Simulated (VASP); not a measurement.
Method: PBE GGA with D4 dispersion, VASP's PBE PAW potentials (set 64) (plane waves; VASP).

VASP input:

**KPOINTS**
```
Automatic mesh
0
Gamma
5 5 7
0 0 0
```

### POSCAR
```
PbO2
1.0
  5.1167564762   0.0000000000   0.0000000000
  0.0000000000   5.1167564762   0.0000000000
  0.0000000000   0.0000000000   3.5111607907
Pb O
2 4
direct
  0.0000000000   0.0000000000   0.0000000000
  0.5000000000   0.5000000000   0.5000000000
  0.3071975246   0.3071975246   0.0000000000
  0.8071975246   0.1928024754   0.5000000000
  0.1928024754   0.8071975246   0.5000000000
  0.6928024754   0.6928024754   0.0000000000
```

INCAR:
```
! general
SYSTEM  = PbO2
PREC    = Accurate
ENCUT   = 520   ! plane-wave cut-off (eV)
LREAL   = .FALSE.
LASPH   = .TRUE.   ! aspherical one-centre terms

! electronic loop
EDIFF   = 1E-7
NELM    = 100   ! most electronic steps
ALGO    = Normal
LMAXMIX = 4   ! l cut-off of mixed one-centre charges

! smearing
ISMEAR  = 0   ! Gaussian
SIGMA   = 0.05

! functional
GGA     = PE   ! PBE
IVDW    = 13

! ions
IBRION  = 2   ! conjugate gradients
NSW     = 30   ! most ionic steps
ISIF    = 4   ! ions and shape, fixed volume
EDIFFG  = -0.01   ! ionic stop

! output
LWAVE   = .FALSE.
LCHARG  = .FALSE.
```

POTCAR, in this order: Pb_d O (PBE.64 set). Program: vasp_std.

What VASP printed:

File OUTCAR:
```
 ion  position               nearest neighbor table
   1  0.000  0.000  0.000-   3 2.22   6 2.22   5 2.24   4 2.24   4 2.24   5 2.24   2 4.02   2 4.02
                             2 4.02   2 4.02   2 4.02   2 4.02   2 4.02   2 4.02
   2  0.500  0.500  0.500-   4 2.22   5 2.22   3 2.24   6 2.24   3 2.24   6 2.24   1 4.02   1 4.02
                             1 4.02   1 4.02   1 4.02   1 4.02   1 4.02   1 4.02
   3  0.307  0.307  0.000-   1 2.22   2 2.24   2 2.24
   4  0.807  0.193  0.500-   2 2.22   1 2.24   1 2.24
   5  0.193  0.807  0.500-   2 2.22   1 2.24   1 2.24
   6  0.693  0.693  0.000-   1 2.22   2 2.24   2 2.24
  LATTYP: Found a simple tetragonal cell.
 ALAT       =     5.1167564762
 C/A-ratio  =     0.6862083054
 Subroutine PRICEL returns:
 Original cell was already a primitive cell.
 Subroutine GETGRP returns: Found 16 space group operations
The static configuration has the point symmetry D_2h.
 The point group associated with its full space group is D_4h.
The dynamic configuration has the point symmetry D_2h.
 Subroutine INISYM returns: Found 16 space group operations
 Subroutine IBZKPT returns following result:
 Found     24 irreducible k-points:

 Following reciprocal coordinates:
            Coordinates               Weight
  0.000000  0.000000  0.000000      1.000000
...
```

File OSZICAR:
```
       N       E                     dE             d eps       ncg     rms          rms(c)
DAV:   1     0.682795430047E+03    0.68280E+03   -0.26402E+04  1488   0.200E+03
DAV:   2     0.586172009558E+02   -0.62418E+03   -0.60269E+03  1635   0.541E+02
DAV:   3    -0.339715686131E+02   -0.92589E+02   -0.90790E+02  2001   0.227E+02
DAV:   4    -0.372416888048E+02   -0.32701E+01   -0.32612E+01  1735   0.481E+01
DAV:   5    -0.373716089401E+02   -0.12992E+00   -0.12988E+00  2060   0.910E+00    0.137E+01
DAV:   6    -0.318931052738E+02    0.54785E+01   -0.26812E+01  2303   0.540E+01    0.488E+00
DAV:   7    -0.318599557630E+02    0.33150E-01   -0.18057E+00  1884   0.114E+01    0.277E+00
DAV:   8    -0.318525978331E+02    0.73579E-02   -0.48984E-01  2317   0.613E+00    0.118E+00
DAV:   9    -0.318253626488E+02    0.27235E-01   -0.11339E-01  2422   0.386E+00    0.147E-01
DAV:  10    -0.318273522133E+02   -0.19896E-02   -0.11907E-02  1691   0.663E-01    0.125E-01
DAV:  11    -0.318272591906E+02    0.93023E-04   -0.46790E-04  2336   0.227E-01    0.469E-02
DAV:  12    -0.318272399977E+02    0.19193E-04   -0.10833E-04  1734   0.733E-02    0.797E-03
DAV:  13    -0.318272413479E+02   -0.13503E-05   -0.38258E-06  2012   0.185E-02    0.476E-03
DAV:  14    -0.318272406758E+02    0.67209E-06   -0.36514E-06  2258   0.227E-02    0.279E-03
DAV:  15    -0.318272407237E+02   -0.47853E-07   -0.50646E-07  1711   0.589E-03
   1 F= -.33266636E+02 E0= -.33266173E+02  d E =-.332666E+02
       N       E                     dE             d eps       ncg     rms          rms(c)
DAV:   1    -0.318479766983E+02   -0.20736E-01   -0.20839E+00  1488   0.105E+01    0.713E-01
DAV:   2    -0.318429969829E+02    0.49797E-02   -0.85175E-02  1912   0.265E+00    0.426E-01
DAV:   3    -0.318365214497E+02    0.64755E-02   -0.87453E-03  2176   0.119E+00    0.760E-02
DAV:   4    -0.318366079226E+02   -0.86473E-04   -0.22050E-03  2033   0.351E-01    0.317E-02
DAV:   5    -0.318365988277E+02    0.90949E-05   -0.10265E-04  1850   0.104E-01    0.793E-03
DAV:   6    -0.318366011935E+02   -0.23658E-05   -0.19670E-05  2001   0.349E-02    0.494E-03
DAV:   7    -0.318366018265E+02   -0.63300E-06   -0.17824E-06  2197   0.150E-02    0.149E-03
DAV:   8    -0.318366018156E+02    0.10898E-07   -0.37126E-07  1691   0.686E-03
   2 F= -.33275125E+02 E0= -.33274719E+02  d E =-.848819E-02
       N       E                     dE             d eps       ncg     rms          rms(c)
DAV:   1    -0.318619596313E+02   -0.25358E-01   -0.36103E+00  1488   0.139E+01    0.944E-01
DAV:   2    -0.318530832057E+02    0.88764E-02   -0.14728E-01  1912   0.347E+00    0.563E-01
DAV:   3    -0.318418402144E+02    0.11243E-01   -0.15224E-02  2139   0.156E+00    0.102E-01
DAV:   4    -0.318419799066E+02   -0.13969E-03   -0.38159E-03  2084   0.461E-01    0.414E-02
DAV:   5    -0.318419647980E+02    0.15109E-04   -0.17940E-04  1897   0.140E-01    0.105E-02
DAV:   6    -0.318419687682E+02   -0.39702E-05   -0.33126E-05  2000   0.455E-02    0.641E-03
DAV:   7    -0.318419698678E+02   -0.10996E-05   -0.33561E-06  2213   0.213E-02    0.225E-03
DAV:   8    -0.318419698584E+02    0.94351E-08   -0.82647E-07  2145   0.104E-02
   3 F= -.33279444E+02 E0= -.33279128E+02  d E =-.128079E-01
       N       E                     dE             d eps       ncg     rms          rms(c)
DAV:   1    -0.318420335805E+02   -0.63713E-04   -0.45023E-03  1516   0.490E-01    0.338E-02
DAV:   2    -0.318420220954E+02    0.11485E-04   -0.18376E-04  1905   0.125E-01    0.201E-02
DAV:   3    -0.318420080258E+02    0.14070E-04   -0.18698E-05  2176   0.563E-02    0.373E-03
DAV:   4    -0.318420081218E+02   -0.96017E-07   -0.48254E-06  2115   0.162E-02    0.149E-03
DAV:   5    -0.318420080317E+02    0.90080E-07   -0.28091E-07  1456   0.589E-03
   4 F= -.33279447E+02 E0= -.33279134E+02  d E =-.128108E-01
       N       E                     dE             d eps       ncg     rms          rms(c)
DAV:   1    -0.318424676204E+02   -0.45950E-03   -0.83207E-02  1496   0.205E+00    0.121E-01
DAV:   2    -0.318424018950E+02    0.65725E-04   -0.21293E-03  2295   0.448E-01    0.721E-02
DAV:   3    -0.318422844997E+02    0.11740E-03   -0.11249E-04  2252   0.129E-01    0.146E-02
DAV:   4    -0.318422814149E+02    0.30848E-05   -0.23231E-05  2280   0.408E-02    0.310E-03
DAV:   5    -0.318422815178E+02   -0.10295E-06   -0.64520E-07  1595   0.776E-03    0.162E-03
DAV:   6    -0.318422815688E+02   -0.50958E-07   -0.74117E-08  1110   0.269E-03
   5 F= -.33279670E+02 E0= -.33279356E+02  d E =-.222834E-03
       N       E                     dE             d eps       ncg     rms          rms(c)
DAV:   1    -0.318423474248E+02   -0.65907E-04   -0.11727E-02  1510   0.769E-01    0.455E-02
DAV:   2    -0.318423382127E+02    0.92121E-05   -0.30001E-04  2288   0.168E-01    0.271E-02
DAV:   3    -0.318423215888E+02    0.16624E-04   -0.15836E-05  2266   0.486E-02    0.549E-03
DAV:   4    -0.318423211395E+02    0.44936E-06   -0.32723E-06  2281   0.151E-02    0.117E-03
DAV:   5    -0.318423211377E+02    0.17799E-08   -0.76492E-08  1044   0.293E-03
   6 F= -.33279690E+02 E0= -.33279376E+02  d E =-.242890E-03
```

### OUTCAR
```
------------------------ aborting loop because EDIFF is reached ----------------------------------------
  Edisp (eV):   -1.43737
  FORCE on cell =-STRESS in cart. coord.  units (eV):
  Direction    XX          YY          ZZ          XY          YZ          ZX
  --------------------------------------------------------------------------------------
  Total      -3.23576    -3.23576    -3.22803    -0.00000     0.00000     0.00000
  in kB     -56.39581   -56.39581   -56.26115    -0.00000     0.00000     0.00000
  external pressure =      -56.35 kB  Pullay stress =        0.00 kB
  volume of cell :       91.93
      direct lattice vectors                 reciprocal lattice vectors
     5.159493766 -0.000000000  0.000000000     0.193817465  0.000000000  0.000000000
    -0.000000000  5.159493766  0.000000000     0.000000000  0.193817465  0.000000000
     0.000000000  0.000000000  3.453234172     0.000000000  0.000000000  0.289583605
 POSITION                                       TOTAL-FORCE (eV/Angst)
 -----------------------------------------------------------------------------------
      0.00000      0.00000      3.45323         0.000000      0.000000      0.000000
      2.57975      2.57975      1.72662         0.000000      0.000000      0.000000
      1.59324      1.59324      0.00000        -0.001351     -0.001351      0.000000
      4.17299      0.98651      1.72662        -0.001351      0.001351      0.000000
      0.98651      4.17299      1.72662         0.001351     -0.001351      0.000000
      3.56625      3.56625      0.00000         0.001351      0.001351      0.000000
 -----------------------------------------------------------------------------------
    total drift:                               -0.000000      0.000000     -0.000000
  FREE ENERGIE OF THE ION-ELECTRON SYSTEM (eV)
  ---------------------------------------------------
  free  energy   TOTEN  =       -33.2796899979 eV

  energy  without entropy=      -33.2790620789  energy(sigma->0) =      -33.27937604

 reached required accuracy - stopping structural energy minimisation
```
(Selected blocks of OUTCAR.)

File CONTCAR:
```
PbO2
   1.00000000000000
     5.1594937657744078   -0.0000000000000000    0.0000000000000000
    -0.0000000000000000    5.1594937657744078    0.0000000000000000
     0.0000000000000000    0.0000000000000000    3.4532341716822161
  Pb              O
     2     4
Direct
     0.0000000000000000    0.0000000000000000    1.0000000000000000
     0.5000000000000000    0.5000000000000000    0.5000000000000000
     0.3087975717262899    0.3087975717262899    0.0000000000000000
     0.8087975717262899    0.1912024282737101    0.5000000000000000
     0.1912024282737101    0.8087975717262899    0.5000000000000000
     0.6912024282737101    0.6912024282737101    0.0000000000000000
```

The compound is PbO2 in the rutile structure. This cell is one point of a volume scan, at 1.06 of the reference volume. Symmetry was kept, so distortions that lower it aren't found.
